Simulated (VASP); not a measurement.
All values below come from PBE GGA, VASP's PBE PAW potentials (set 64) (plane waves; VASP).

A VASP calculation is set up with these files.

KPOINTS:
```
Automatic mesh
0
Gamma
9 9 9
0 0 0
```

File POSCAR:
```
LaB
1
    0.0000000000     3.3601790000     3.3601790000
    3.3601790000     0.0000000000     3.3601790000
    3.3601790000     3.3601790000     0.0000000000
La B
1 1
Direct
  0.0000000000   0.0000000000   0.0000000000
  0.2500000000   0.2500000000   0.2500000000
```

**INCAR**
```
IBRION = 2   ! conjugate gradients
LASPH = T   ! aspherical one-centre terms
ISMEAR = 1   ! Methfessel-Paxton
SIGMA = 0.1   ! width (eV)
LMAXMIX = 6
NSW = 60   ! most ionic steps
ALGO = Normal   ! blocked Davidson
GGA = PE
SYSTEM = LaB
EDIFF = 1E-6   ! SCF stop (eV)
LREAL = F   ! projection in real space or not
EDIFFG = -0.01
LWAVE = F
ENCUT = 520   ! plane-wave cut-off (eV)
LCHARG = F
ISIF = 3   ! ions, shape and volume
PREC = Accurate
NELM = 100
```

POTCAR, in this order: La B (PBE.64 set). Program: vasp_std.

Energy and stress use the plane-wave basis of the starting cell.

Question: What does the run give for the energy per atom (σ→0), volume per atom, band gap (on the k-mesh)?

Answer: 
The energy per atom (σ→0) is -4.929 eV/atom, the band gap (on the k-mesh) is none (metal, semimetal or under 0.01 eV) and the volume per atom comes out as 27.66 Å^3/atom.

File OSZICAR:
```
...
DAV:   1    -0.985976169903E+01   -0.24371E-02   -0.68988E-02  1018   0.301E+00    0.227E-01
DAV:   2    -0.985795974710E+01    0.18020E-02   -0.57682E-03  1290   0.131E+00    0.104E-01
DAV:   3    -0.985751469922E+01    0.44505E-03   -0.27287E-03  1353   0.645E-01    0.244E-02
DAV:   4    -0.985749998013E+01    0.14719E-04   -0.19412E-04  1282   0.172E-01    0.106E-02
DAV:   5    -0.985750152869E+01   -0.15486E-05   -0.23523E-05  1453   0.446E-02    0.998E-03
DAV:   6    -0.985749891751E+01    0.26112E-05   -0.55363E-06  1240   0.359E-02    0.241E-03
DAV:   7    -0.985749808576E+01    0.83176E-06   -0.19123E-06  1065   0.170E-02
   5 F= -.98574981E+01 E0= -.98574790E+01  d E =-.173150E-03
```

The structure was generated: LaB was put into the zinc blende type (F-43m), which need not be its known phase. This run relaxes it. Symmetry was kept, so distortions that lower it aren't found.
